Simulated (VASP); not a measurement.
Write the native input for VASP 6.6.1 that does the following.

- Task: single point
- Functional: LDA
- Potentials or basis: VASP PAW LDA potentials, release 64 (O_s, B_s, Cl, H_s)
- Cutoff: 400 eV
- k mesh: 1 × 1 × 1
- Occupations: gaussian, width 0.01 eV
- Spin: no spin polarisation
- Further INCAR settings: ALGO = Fast; EDIFF = 1e-07; NBANDS = 17

The structure of OBClH2 lies in POSCAR:

```
BH2ClO
1.0
   12.0000000000      0.0000000000      0.0000000000
    0.0000000000     12.0000000000      0.0000000000
    0.0000000000      0.0000000000     11.0000000000
O B Cl H
1 1 1 2
Cartesian
    5.2769000400      5.0619500400      5.4216499700
    6.5192000400      5.5433499600      5.5624499700
    6.9288000000      7.1765499600      5.0292500500
    4.6625000400      5.6817500400      5.0148499500
    7.3635000000      4.8654500400      6.0531499600
```

One way to write it, as run:

INCAR

```
PREC = Accurate
ENCUT = 400
EDIFF = 1E-7
ISMEAR = 0
SIGMA = 0.01
LREAL = F
LASPH = T
NELM = 60
ALGO = Fast
ISIF = 2
LWAVE = F
LCHARG = F
GGA = CA
NBANDS = 17
```

KPOINTS

```
Automatic mesh
0
Gamma
  1 1 1
```

Potentials or basis: VASP PAW LDA potentials, release 64 (O_s, B_s, Cl, H_s).

Run with:

```bash
$ cat potpaw_LDA.64/O_s/POTCAR potpaw_LDA.64/B_s/POTCAR potpaw_LDA.64/Cl/POTCAR potpaw_LDA.64/H_s/POTCAR > POTCAR
$ mpirun -np 1 vasp_gam > vasp.out
```

Results of the run:

* Largest force: 2.042 eV/Å
* Gap between the frontier levels: 6.10 eV

Run time: 35 s on 1 thread of Intel(R) Xeon(R) 6975P-C (Granite Rapids) (shared host), peak memory 0.65 GiB.
